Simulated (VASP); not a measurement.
Level of theory: PBE GGA with D4 dispersion, VASP's PBE PAW potentials (set 64) (plane waves; VASP 6.6.1).

Input for VASP

### KPOINTS
```
k-points along high-symmetry lines
15
Line-mode
Reciprocal
  0.000000   0.000000   0.000000 ! GAMMA
  0.000000   0.500000   0.000000 ! X

  0.000000   0.500000   0.000000 ! X
  0.500000   0.500000   0.000000 ! M

  0.500000   0.500000   0.000000 ! M
  0.000000   0.000000   0.000000 ! GAMMA

  0.000000   0.000000   0.000000 ! GAMMA
  0.500000   0.500000   0.500000 ! R

  0.500000   0.500000   0.500000 ! R
  0.000000   0.500000   0.000000 ! X

  0.500000   0.500000   0.500000 ! R
  0.500000   0.500000   0.000000 ! M
```

**POSCAR**
```
AuZn
1
    3.1446226248    -0.0000000000     0.0000000000
   -0.0000000000     3.1446226248    -0.0000000000
    0.0000000000    -0.0000000000     3.1446226248
Zn Au
1 1
Direct
  0.5000000000   0.5000000000   0.5000000000
  0.0000000000   0.0000000000   0.0000000000
```

### INCAR
```
SYSTEM=AuZn
PREC=Accurate; ENCUT=520; LREAL=.False.
LASPH=.True.; ICHARG=11
EDIFF=1E-7; NELM=100; ALGO=Normal
LMAXMIX=6
ISMEAR=0; SIGMA=0.05
GGA=PE; IVDW=13
LWAVE=.False.; LCHARG=.False.; LORBIT=11
```

POTCAR, in this order: Zn Au (PBE.64 set). Program: vasp_std. Read from the step before: CHGCAR.

What VASP printed:

File OSZICAR:
```
       N       E                     dE             d eps       ncg     rms          rms(c)
DAV:   1     0.130906576153E+03    0.13091E+03   -0.11958E+04  2764   0.201E+03
DAV:   2     0.435012885700E+00   -0.13047E+03   -0.12485E+03  2890   0.346E+02
DAV:   3    -0.358815147727E+01   -0.40232E+01   -0.40031E+01  3302   0.689E+01
DAV:   4    -0.361457641264E+01   -0.26425E-01   -0.26423E-01  3295   0.496E+00
DAV:   5    -0.361491895930E+01   -0.34255E-03   -0.34254E-03  3302   0.550E-01
DAV:   6    -0.361492739545E+01   -0.84361E-05   -0.84372E-05  3372   0.757E-02
DAV:   7    -0.361492764152E+01   -0.24607E-06   -0.24507E-06  3365   0.139E-02
DAV:   8    -0.361492764683E+01   -0.53092E-08   -0.63664E-08  2649   0.222E-03
   1 F= -.46605306E+01 E0= -.46598922E+01  d E =-.127686E-02
```

OUTCAR:
```
 val. band max:        8.1351782304   @ k =   0.5000   0.5000   0.1786

 cond. band min:       8.1838757944   @ k =   0.5000   0.5000   0.2857



 k-point     1 :       0.0000    0.0000    0.0000
  band No.  band energies     occupation
      1      -3.5162      2.00000
      2      -1.0163      2.00000
      3      -1.0163      2.00000
      4      -0.3197      2.00000
      5      -0.3197      2.00000
      6      -0.3197      2.00000
      7       1.6807      2.00000
      8       1.6807      2.00000
      9       3.3719      2.00000
     10       3.3719      2.00000
     11       3.3719      2.00000
     12      12.1262      0.00000
     13      12.1262      0.00000
     14      12.1262      0.00000
     15      16.0091      0.00000

 k-point     2 :       0.0000    0.0357    0.0000
  band No.  band energies     occupation
      1      -3.4934      2.00000
      2      -1.0112      2.00000
      3      -1.0094      2.00000
      4      -0.3200      2.00000
      5      -0.3200      2.00000
      6      -0.3178      2.00000
      7       1.6770      2.00000
      8       1.6870      2.00000
      9       3.3542      2.00000
     10       3.3542      2.00000
     11       3.3701      2.00000
     12      11.9187      0.00000
     13      12.1695      0.00000
     14      12.1695      0.00000
     15      16.1524      0.00000

 k-point     3 :       0.0000    0.0714    0.0000
  band No.  band energies     occupation
      1      -3.4252      2.00000
      2      -0.9962      2.00000
      3      -0.9890      2.00000
      4      -0.3208      2.00000
      5      -0.3208      2.00000
      6      -0.3121      2.00000
      7       1.6659      2.00000
      8       1.7056      2.00000
      9       3.3025      2.00000
     10       3.3025      2.00000
     11       3.3645      2.00000
     12      11.3908      0.00000
     13      12.2979      0.00000
     14      12.2979      0.00000
     15      16.4738      0.00000

...
```

The density is held fixed in this step, so its total energy and stress have no physical meaning. Unless said otherwise, spin-orbit coupling is left out, though it shifts the bands of the heavy elements here.

The compound is AuZn in the CsCl type structure. It was relaxed first. The electron count is odd and the run is not spin-polarised, which forces a metal.
